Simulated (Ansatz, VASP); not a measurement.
# Ge (amorphous Ge): VASP beside Ansatz, part 2 of 2

Wanted: the spread between two codes on one cell, functional and k mesh. Of the first pair: The structure shown is the start of the Ansatz relaxation below; VASP solves that cell, so the two are compared at the walk's first step.

VASP 6.6.1 and Ansatz 0.2.0.

So far. Step 4 (Comparison): The forces differ by 2.1 meV/Å r.m.s., which is 1.8 % of the r.m.s. force of 0.122 eV/Å (both taken over all components).

## 5. Ansatz: relaxation, PBE

Level of this step: Ansatz beside VASP: Kohn-Sham DFT, plane waves, PBE (Ansatz).

This run makes the geometry at which the two programs are then compared.

The structure compared here is the end of the Ansatz relaxation.

The input, input.yaml:

```yaml
crystal:
  lattice:
    - [12.3432, 0.0, 0.0]
    - [0.0, 12.3432, 0.0]
    - [0.0, 0.0, 12.3432]
  atoms:
    - { symbol: Ge, position: [0.49464, 0.86459, 0.87736] }
    - { symbol: Ge, position: [0.59494, 0.51635, 0.94972] }
    - { symbol: Ge, position: [0.46653, 0.91093, 0.6776] }
    - { symbol: Ge, position: [0.91361, 0.86677, 0.0958] }
    - { symbol: Ge, position: [0.57657, 0.36792, 0.61403] }
    - { symbol: Ge, position: [0.71916, 0.8777, 0.73734] }
    - { symbol: Ge, position: [0.36301, 0.97531, 0.15834] }
    - { symbol: Ge, position: [0.20071, 0.08634, 0.50045] }
    - { symbol: Ge, position: [0.04691, 0.68325, 0.30413] }
    - { symbol: Ge, position: [0.36569, 0.31366, 0.10202] }
    - { symbol: Ge, position: [0.6887, 0.18329, 0.59981] }
    - { symbol: Ge, position: [0.06806, 0.7338, 0.11089] }
    - { symbol: Ge, position: [0.88527, 0.6497, 0.85445] }
    - { symbol: Ge, position: [0.9619, 0.47, 0.61845] }
    - { symbol: Ge, position: [0.24878, 0.2807, 0.5095] }
    - { symbol: Ge, position: [0.551, 0.28785, 0.17468] }
    - { symbol: Ge, position: [0.28223, 0.13256, 0.06409] }
    - { symbol: Ge, position: [0.82864, 0.19133, 0.04926] }
    - { symbol: Ge, position: [0.15611, 0.85238, 0.78935] }
    - { symbol: Ge, position: [0.40656, 0.49588, 0.00526] }
    - { symbol: Ge, position: [0.46835, 0.10902, 0.57285] }
    - { symbol: Ge, position: [0.39273, 0.75655, 0.57387] }
    - { symbol: Ge, position: [0.75522, 0.27309, 0.35272] }
    - { symbol: Ge, position: [0.74835, 0.11559, 0.77695] }
    - { symbol: Ge, position: [0.38967, 0.8265, 0.3849] }
    - { symbol: Ge, position: [0.3938, 0.03251, 0.36871] }
    - { symbol: Ge, position: [0.27686, 0.58329, 0.88329] }
    - { symbol: Ge, position: [0.84737, 0.50796, 0.13795] }
    - { symbol: Ge, position: [0.36405, 0.64311, 0.14803] }
    - { symbol: Ge, position: [0.6161, 0.5625, 0.3119] }
    - { symbol: Ge, position: [0.26357, 0.99119, 0.67372] }
    - { symbol: Ge, position: [0.09876, 0.99402, 0.3516] }
    - { symbol: Ge, position: [0.84458, 0.57153, 0.47633] }
    - { symbol: Ge, position: [0.83461, 0.27759, 0.86762] }
    - { symbol: Ge, position: [0.14786, 0.30819, 0.84821] }
    - { symbol: Ge, position: [0.79791, 0.84175, 0.26426] }
    - { symbol: Ge, position: [0.63211, 0.85957, 0.39568] }
    - { symbol: Ge, position: [0.1937, 0.7918, 0.57687] }
    - { symbol: Ge, position: [0.1189, 0.53485, 0.41348] }
    - { symbol: Ge, position: [0.98344, 0.30048, 0.7384] }
    - { symbol: Ge, position: [0.64708, 0.46979, 0.13417] }
    - { symbol: Ge, position: [0.64495, 0.81861, 0.12727] }
    - { symbol: Ge, position: [0.62181, 0.71579, 0.93897] }
    - { symbol: Ge, position: [0.8471, 0.64342, 0.2915] }
    - { symbol: Ge, position: [0.69787, 0.43635, 0.46124] }
    - { symbol: Ge, position: [0.06184, 0.2894, 0.26019] }
    - { symbol: Ge, position: [0.62728, 0.1498, 0.05546] }
    - { symbol: Ge, position: [0.92277, 0.01884, 0.72549] }
    - { symbol: Ge, position: [0.90257, 0.9584, 0.41281] }
    - { symbol: Ge, position: [0.51403, 0.73288, 0.25312] }
    - { symbol: Ge, position: [0.56454, 0.17518, 0.34219] }
    - { symbol: Ge, position: [0.87566, 0.31878, 0.19815] }
    - { symbol: Ge, position: [0.01188, 0.73014, 0.71095] }
    - { symbol: Ge, position: [0.97571, 0.0505, 0.05386] }
    - { symbol: Ge, position: [0.28169, 0.54456, 0.3027] }
    - { symbol: Ge, position: [0.78474, 0.53217, 0.72481] }
    - { symbol: Ge, position: [0.98603, 0.5738, 0.00779] }
    - { symbol: Ge, position: [0.2873, 0.32946, 0.70077] }
    - { symbol: Ge, position: [0.45107, 0.49325, 0.40345] }
    - { symbol: Ge, position: [0.44634, 0.29894, 0.45995] }
    - { symbol: Ge, position: [0.58384, 0.19634, 0.86538] }
    - { symbol: Ge, position: [0.63556, 0.67182, 0.70613] }
    - { symbol: Ge, position: [0.14805, 0.46242, 0.98227] }
    - { symbol: Ge, position: [0.23084, 0.12485, 0.86747] }
    - { symbol: Ge, position: [0.48029, 0.57433, 0.59831] }
    - { symbol: Ge, position: [0.25907, 0.80764, 0.0893] }
    - { symbol: Ge, position: [0.63865, 0.98011, 0.56646] }
    - { symbol: Ge, position: [0.30711, 0.78043, 0.89919] }
    - { symbol: Ge, position: [0.06202, 0.01224, 0.87349] }
    - { symbol: Ge, position: [0.1774, 0.8145, 0.3768] }
    - { symbol: Ge, position: [0.0122, 0.1564, 0.59529] }
    - { symbol: Ge, position: [0.05897, 0.34185, 0.45692] }
    - { symbol: Ge, position: [0.53478, 0.9686, 0.05059] }
    - { symbol: Ge, position: [0.20428, 0.40671, 0.17537] }
    - { symbol: Ge, position: [0.31031, 0.52547, 0.69673] }
    - { symbol: Ge, position: [0.73023, 0.73431, 0.53526] }
    - { symbol: Ge, position: [0.40909, 0.17901, 0.76612] }
    - { symbol: Ge, position: [0.13496, 0.58816, 0.60971] }
    - { symbol: Ge, position: [0.6661, 0.38404, 0.81274] }
    - { symbol: Ge, position: [0.11574, 0.11204, 0.18651] }
    - { symbol: Ge, position: [0.7992, 0.82144, 0.92658] }
    - { symbol: Ge, position: [0.89546, 0.85583, 0.59586] }
kpoints:
  mp_grid: { grid: [1, 1, 1] }
hamiltonian:
  xc: pbe
  pseudopotentials: { kind: paw, azcp: { folder: soft_1 } }
scf:
  occupations: { method: fermi_dirac, width: 0.05 }
output:
  forces: true
  eigenvalues: true
relax:
  f_tol: 0.05
  max_steps: 90
```

On the command line:

```sh
> ansatz run input.yaml --threads 8 --pin off --max-ram 15872MiB --backend cpu --events-out ev --progress --plain --runs-dir out
```

Numbers of over 12 decimals in the logs are rounded to 6 here.

What it wrote:

```text
[...]
Crystal: 82 atoms, lattice volume = 1880.543 Å³
Basis set: ecut = 420 eV, 36785 PW (Γ), exchange–correlation on 180×180×180 points (8 copies of the dense FFT grid, shifted against one another)
Bands: 689, of which v1, the nominal top of the filled ones, is band 574 counted from 1 (573 counted from 0)
Symmetry: 1 space group operations
[...]
k-points: 1
[...]
SCF iter   1: F=—  HF=-352171.505031 eV  |F-HF|=—  |Δ(HF+E_count)|=         —  Δρ=2.83e-2  dr2=1.57e1  ethr=3.10e-3  ⟨swp⟩=6.0  Hψ=2458  notcnv=0
[...]
- { symbol: Ge, position: [0.473284, 0.909301, 0.671007] }
    - { symbol: Ge, position: [0.914166, 0.865494, 0.080480] }
    - { symbol: Ge, position: [0.579124, 0.380378, 0.614251] }
    - { symbol: Ge, position: [0.766083, 0.868228, 0.714001] }
    - { symbol: Ge, position: [0.351202, 0.977775, 0.154513] }
    - { symbol: Ge, position: [0.232882, 0.081736, 0.488648] }
[...]
- { symbol: Ge, position: [0.667612, 0.396179, 0.820744] }
    - { symbol: Ge, position: [0.113522, 0.105248, 0.185032] }
    - { symbol: Ge, position: [0.804282, 0.811108, 0.911146] }
    - { symbol: Ge, position: [0.928969, 0.839435, 0.562452] }
```

## 6. VASP: single point, PBE, relaxed cell, pair 2

The same cell, functional, mesh and smearing now go to VASP, with its own data sets.

The input, INCAR:

```
SYSTEM = Ge
PREC = Accurate
ENCUT = 410
EDIFF = 1E-06
NELM = 120
ISMEAR = -1
SIGMA = 0.05
LREAL = Auto
ALGO = Normal
GGA = PE
NBANDS = 672
LORBIT = 11
LWAVE = .FALSE.
LCHARG = .FALSE.
ISIF = 2
LASPH = .TRUE.
GGA_COMPAT = .FALSE.
EFERMI = MIDGAP
NCORE = 2
```

The input, POSCAR:

```
Ge
1.0
   12.3432000000      0.0000000000      0.0000000000
    0.0000000000     12.3432000000      0.0000000000
    0.0000000000      0.0000000000     12.3432000000
Ge
82
Direct
    0.4810400000      0.8581200000      0.8701200000
    0.5871500000      0.5254900000      0.9520800000
    0.4732800000      0.9093000000      0.6710100000
    0.9141700000      0.8654900000      0.0804800000
    0.5791200000      0.3803800000      0.6142500000
    0.7660800000      0.8682300000      0.7140000000
    0.3512000000      0.9777800000      0.1545100000
    0.2328800000      0.0817400000      0.4886500000
    0.0181700000      0.6988500000      0.3128600000
    0.3697400000      0.3134100000      0.0999700000
    0.6860900000      0.1872400000      0.6045000000
    0.0587900000      0.7268500000      0.1154800000
    0.8875500000      0.6332400000      0.8546400000
    0.9727100000      0.4457500000      0.6286800000
    0.2581900000      0.2796200000      0.5123800000
    0.5564600000      0.2800400000      0.1658200000
    0.2767700000      0.1378300000      0.0615200000
    0.8249200000      0.1790900000      0.0575200000
    0.1500400000      0.8476300000      0.7866400000
    0.3998200000      0.4989500000      0.0088400000
    0.4689100000      0.1091300000      0.5828300000
    0.3943800000      0.7621700000      0.5639700000
    0.7654600000      0.2399200000      0.4087600000
    0.7831400000      0.1439400000      0.7823200000
    0.3728200000      0.8283500000      0.3727500000
    0.4090200000      0.0315200000      0.3587600000
    0.2658100000      0.5786600000      0.8862900000
    0.8437100000      0.4846400000      0.1557900000
    0.3567500000      0.6419200000      0.1544000000
    0.6126000000      0.5521500000      0.3111600000
    0.2709400000      0.9883200000      0.6710200000
    0.0754200000      0.0134200000      0.3698600000
    0.8702900000      0.5640500000      0.4736700000
    0.8450000000      0.3292900000      0.9218800000
    0.1370000000      0.2967800000      0.8481200000
    0.7811800000      0.8413800000      0.2297700000
    0.6428200000      0.8747100000      0.3899600000
    0.1965600000      0.7867900000      0.5811800000
    0.1030300000      0.5491100000      0.4165600000
    0.9609100000      0.2791700000      0.7512300000
    0.6452400000      0.4610500000      0.1313700000
    0.6215500000      0.8129200000      0.1168400000
    0.6207400000      0.7218400000      0.9289700000
    0.8160700000      0.6469600000      0.2895100000
    0.7095700000      0.4363000000      0.4632400000
    0.0607300000      0.2836300000      0.2580800000
    0.6263700000      0.1398200000      0.0454800000
    0.9248200000      0.0191100000      0.6960800000
    0.8768000000      0.0599500000      0.4670700000
    0.5114500000      0.7265100000      0.2578000000
    0.5687000000      0.1834100000      0.3464400000
    0.8637700000      0.2925400000      0.2275000000
    0.0086600000      0.7193700000      0.7128200000
    0.9793000000      0.0491800000      0.0408600000
    0.2722000000      0.5478700000      0.3097300000
    0.7903700000      0.5231900000      0.7124900000
    0.9758400000      0.5568900000      0.0185900000
    0.2834500000      0.3281100000      0.7052900000
    0.4432400000      0.4996700000      0.4090900000
    0.4525500000      0.3053100000      0.4641300000
    0.5988700000      0.2019700000      0.8558800000
    0.6522800000      0.6731000000      0.6881700000
    0.1408100000      0.4515900000      0.9860700000
    0.2388000000      0.1191900000      0.8626600000
    0.4807000000      0.5809200000      0.5986000000
    0.2502800000      0.8027600000      0.0942400000
    0.6533200000      0.9769300000      0.5769600000
    0.2969300000      0.7768300000      0.9026100000
    0.0633400000      0.0196400000      0.8540500000
    0.1555800000      0.8260800000      0.3863200000
    0.0297400000      0.1681200000      0.5658200000
    0.0719500000      0.3472000000      0.4514700000
    0.5195700000      0.9660900000      0.0407200000
    0.2067100000      0.4027700000      0.1798400000
    0.3116600000      0.5247800000      0.6993200000
    0.7481000000      0.7385100000      0.5130000000
    0.4148300000      0.1867700000      0.7705000000
    0.1341300000      0.5807700000      0.6159800000
    0.6676100000      0.3961800000      0.8207400000
    0.1135200000      0.1052500000      0.1850300000
    0.8042800000      0.8111100000      0.9111500000
    0.9289700000      0.8394400000      0.5624500000
```

The input, KPOINTS:

```
Automatic mesh
0
Gamma
1 1 1
0 0 0
```

Potentials, in the order of the species: Ge_d (PBE family, release 64).

On the command line:

```sh
> mpirun -np 8 vasp_gam
```

What it wrote:

```text
[... set-up lines as in an earlier step ...]
 entering main loop
       N       E                     dE             d eps       ncg     rms          rms(c)
DAV:   1     0.218735223254E+05    0.21874E+05   -0.40541E+05  1352   0.483E+03
DAV:   2     0.508140534239E+04   -0.16792E+05   -0.16172E+05  1344   0.107E+03
DAV:   3     0.658951543826E+03   -0.44225E+04   -0.42351E+04  1344   0.300E+02
DAV:   4    -0.256862593439E+03   -0.91581E+03   -0.83502E+03  1528   0.128E+02
[...]
DAV:  16    -0.352410703179E+03   -0.39449E-04   -0.36229E-04  1728   0.555E-02    0.665E-03
DAV:  17    -0.352410707468E+03   -0.42894E-05   -0.55248E-05  1424   0.452E-02    0.330E-03
DAV:  18    -0.352410707528E+03   -0.60274E-07   -0.50906E-06  1296   0.223E-02
   1 F= -.35241071E+03 E0= -.35237451E+03  d E =-.723927E-01
```

OUTCAR, selected parts (step 6):

```text
  FREE ENERGIE OF THE ION-ELECTRON SYSTEM (eV)
  ---------------------------------------------------
  free  energy   TOTEN  =      -352.4107075284 eV

  energy  without entropy=     -352.3383148503  energy(sigma->0) =     -352.37451119
```

The run ends at a pressure of 0.55 GPa, with forces up to 0.034 eV/Å.

## 7. Comparison

The two programs side by side:

| quantity | Ansatz | VASP | difference |
| --- | --- | --- | --- |
| gap on the k mesh (eV) | 0.236 | 0.236 | 0.000 |

At this near-relaxed geometry the largest component of a force difference is 5 meV/Å. A gap on the mesh is an upper bound, since the band edges may lie between its points.

## 8. Results

```yaml
r_m_s_force_difference_single_point_pbe_start_cell_pair_1: 2.1 meV/Å
difference_in_gap_on_the_k_mesh_single_point_pbe_relaxed_cell_pair_2: 1.4e-4 eV
```

The r.m.s. force difference is 2.1 meV/Å (single point, PBE, start cell, pair 1), within the 12 meV/Å picked in this series as the mark of a large difference. How closely two codes agree says nothing of how well the functional describes the real material.

[Lines on the potential files, build, host, timing and source positions are cut from VASP's logs without a mark.]

[Logs are printed without paths, hosts, clocks, repeated set-up lines and the standing remarks that a program may print on its own settings, such as how far it seeks lower states.]

[Hosts, paths, dates, database ids (printed as entryN), source tags and the programs' standing remarks are cut or masked in the printed files.]
